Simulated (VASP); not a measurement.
Computed with LDA (Ceperley-Alder, Perdew-Zunger), VASP's LDA PAW potentials (set 64) (plane waves; VASP 6.6.1).

VASP input:

INCAR:
```
! general
SYSTEM  = MnF2
PREC    = Accurate
ENCUT   = 620   ! plane-wave cut-off (eV)
LREAL   = .False.   ! projection in real space or not
LASPH   = .True.   ! aspherical one-centre terms

! electronic loop
EDIFF   = 1E-6
NELM    = 100
ALGO    = Normal
LMAXMIX = 4   ! l cut-off of mixed one-centre charges

! smearing
ISMEAR  = 0
SIGMA   = 0.05

! spin
ISPIN   = 2
MAGMOM  = 4.4 -4.4 -0.0 2*0.0 -0.0

! ions
IBRION  = 2   ! conjugate gradients
NSW     = 40   ! most ionic steps
ISIF    = 3   ! ions, shape and volume
EDIFFG  = -0.02   ! ionic stop
PSTRESS = 100   ! kbar

! output
LWAVE   = .False.
LCHARG  = .False.
LORBIT  = 10
```

POSCAR:
```
MnF2
1
    4.6282091534    -0.0000000000     0.0000000000
   -0.0000000000     4.6282091534     0.0000000000
    0.0000000000     0.0000000000     3.1530953773
Mn F
2 4
Direct
  0.0000000000   1.0000000000   0.0000000000
  0.5000000000   0.5000000000   0.5000000000
  0.3011757447   0.3011757447   0.0000000000
  0.8011757447   0.1988242553   0.5000000000
  0.1988242553   0.8011757447   0.5000000000
  0.6988242553   0.6988242553   0.0000000000
```

### KPOINTS
```
Automatic mesh
0
Gamma
5 5 7
0 0 0
```

POTCAR, in this order: Mn_pv F (LDA.64 set). Program: vasp_std.

Task: What will the output report for the number of irreducible k-points (NKPTS), largest plane-wave count, number of space-group operations, FFT grid (NGX, NGY, NGZ)?

Result: 
```yaml
number of irreducible k-points (NKPTS): 24
largest_plane_wave_count: 2401
number_of_space_group_operations: 16
FFT grid (NGX, NGY, NGZ): 40 × 40 × 28
```

The compound is MnF2 in the rutile structure. It was relaxed first under an external pressure of 10 GPa.
